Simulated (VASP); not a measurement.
Input:

```
SnO
1.0
    3.86779     0.00000     0.00000
    0.00000     3.86779     0.00000
    0.00000     0.00000     5.05264
Sn O
2 2
Cartesian
  1.93390   0.00000   3.88964
  0.00000   1.93390   1.16300
  1.93390   1.93390   0.00000
  0.00000   0.00000   0.00000
```

The numbers are results of PBE GGA, VASP's PBE PAW potentials (set 64) (plane waves; VASP 6.6.1), not measurements. Settings: 620 eV cut-off, 6×6×5 Γ-centred mesh, Gaussian smearing of 0.050 eV, potentials Sn_d O.

Energy and stress use the plane-wave basis of the starting cell. Without a dispersion term in the relaxation, distances and binding between the weakly bound layers, chains or molecules are unreliable, and so is what depends on them.

### Question
The ions, cell shape and volume at an external pressure of 5.0 GPa are relaxed. Predict the relaxed structure.

### Answer

```
SnO
1.0
    3.79739     0.00000     0.00000
    0.00000     3.79739     0.00000
    0.00000     0.00000     4.56144
Sn O
2 2
Direct
  0.50000   0.00000   0.74471
  0.00000   0.50000   0.25529
  0.50000   0.50000   0.00000
  0.00000   0.00000   0.00000
```
Space group P4/nmm (129), at a tolerance of 0.03 Å.

### Question
How do energy and volume change from the first to the last step?

### Answer
The energy (σ→0) changes by +29.6 meV/atom and the volume by -13.0 %, in 11 ionic steps.

```
step  E(σ→0) (eV)  max force (eV/Å)  pressure (GPa)  volume (Å³)
----  -----------  ----------------  --------------  -----------
1        -22.7321             0.001           -0.07        75.59
2        -22.5738             1.292            8.74        69.23
3        -22.6738             0.765            5.00        71.59
4        -22.6683             0.484            4.99        69.96
5        -22.5964             0.194            5.48        66.48
6        -22.6174             0.052            5.34        67.11
7        -22.6315             0.097            4.66        66.66
8        -22.6281             0.135            4.23        66.29
9        -22.6264             0.142            4.13        66.23
10       -22.5785             0.298            6.82        64.86
11       -22.6139             0.001            4.99        65.78
```

The compound is SnO in the litharge structure. This run relaxes it under an external pressure of 5 GPa. Symmetry was kept, so distortions that lower it aren't found.
